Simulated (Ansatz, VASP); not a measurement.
**Cd2SO in VASP and in Ansatz**

```
Cd S O
1.0
    -3.06667    3.06667    4.21487
     3.06667   -3.06667    4.21487
     3.06667    3.06667   -4.21487
Cd S O
2 1 1
Cartesian
  0.0000 0.0000 6.4986
  0.0000 0.0000 1.9311
  0.0000 0.0000 4.2149
  0.0000 0.0000 0.0000
```

Alike in both runs: functional PBE; k mesh 6 × 6 × 6; occupations gaussian, width 0.1 eV; no spin polarisation.

Ansatz relaxed the structure, and its values are those at the end. VASP's run is a single point on that final structure, the one shown.

|  | VASP | Ansatz |
| --- | --- | --- |
| version | VASP 6.6.1 | Ansatz 0.2.0 |
| potentials or method | VASP PAW PBE potentials, release 64 (Cd, S, O) | scalar-relativistic, plane waves, PAW |
| plane-wave cutoff (eV) | 520 | 420 |
| valence electrons in the cell | 36 | 52 |

Ansatz gave:

* gap on the k mesh at the Fermi level (eV): 0.32
* least direct gap on the mesh (eV): 0.65
* pressure (GPa): 0.2
* rms of the force components (eV/Å): 0.002

What did VASP give for the same quantities?

gap on the k mesh at the Fermi level (eV): 0.32; least direct gap on the mesh (eV): 0.65; pressure (GPa): 0.8; rms of the force components (eV/Å): 0.102.

The two sets of potentials don't hold the same shells in valence.
